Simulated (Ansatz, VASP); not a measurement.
# Nb3Ag: VASP beside Ansatz

File INCAR:

```
  PREC = Accurate
  ENCUT = 520
  EDIFF = 1E-6
  ISMEAR = 0
  SIGMA = 0.1
  LREAL = False
  LASPH = True
  NELM = 80
  ALGO = Normal
  ISIF = 2
  LWAVE = False
  LCHARG = False
  GGA = PE
  NBANDS = 33
```

File KPOINTS:

```
Automatic mesh
0
Gamma
  4 4 4
```

Contents of POSCAR:

```
Nb3Ag
1.0
    0.0000000000      3.2748450500      3.2748450500
    3.2748450500      0.0000000000      3.2748450500
    3.2748450500      3.2748450500      0.0000000000
Nb Ag
3 1
Direct
    0.7500000000      0.7500000000      0.7500000000
    0.5000000000      0.5000000000      0.5000000000
    0.2500000000      0.2500000000      0.2500000000
    0.0000000000      0.0000000000      0.0000000000
```

Input for Ansatz:

```yaml
crystal:
  lattice:
    - [0.0, 3.27484505, 3.27484505]
    - [3.27484505, 0.0, 3.27484505]
    - [3.27484505, 3.27484505, 0.0]
  atoms:
    - { symbol: Nb, position: [0.75, 0.75, 0.75] }
    - { symbol: Nb, position: [0.5, 0.5, 0.5] }
    - { symbol: Nb, position: [0.25, 0.25, 0.25] }
    - { symbol: Ag, position: [0.0, 0.0, 0.0] }
basis:
  ecutwfc: 420
kpoints:
  mp_grid: { grid: [4, 4, 4] }
hamiltonian:
  xc: pbe
scf:
  occupations: { method: gaussian, width: 0.1 }
  lower_state_search: "off"
output:
  forces: true
  stress: true
  eigenvalues: true
```

Alike in both runs: task single point; functional PBE; k mesh 4 × 4 × 4; occupations gaussian, width 0.1 eV; no spin polarisation.

|  | VASP | Ansatz |
| --- | --- | --- |
| version | VASP 6.6.1 | Ansatz 0.2.0 |
| potentials or method | VASP PAW PBE potentials, release 64 (Nb_sv, Ag) | scalar-relativistic, plane waves, PAW |
| plane-wave cutoff (eV) | 520 | 420 |
| valence electrons in the cell | 50 | 58 |

```csv
,VASP,Ansatz,Ansatz less VASP
gap on the k mesh at the Fermi level (eV),none,none,-
pressure (GPa),5.5,5.9,+0.37
```

A gap of «none» marks a metal or a gap that the smearing closes. The two sets of potentials don't hold the same shells in valence.

Caveats: the k mesh is coarse (spacing up to 0.42 Å⁻¹), so the values aren't converged.
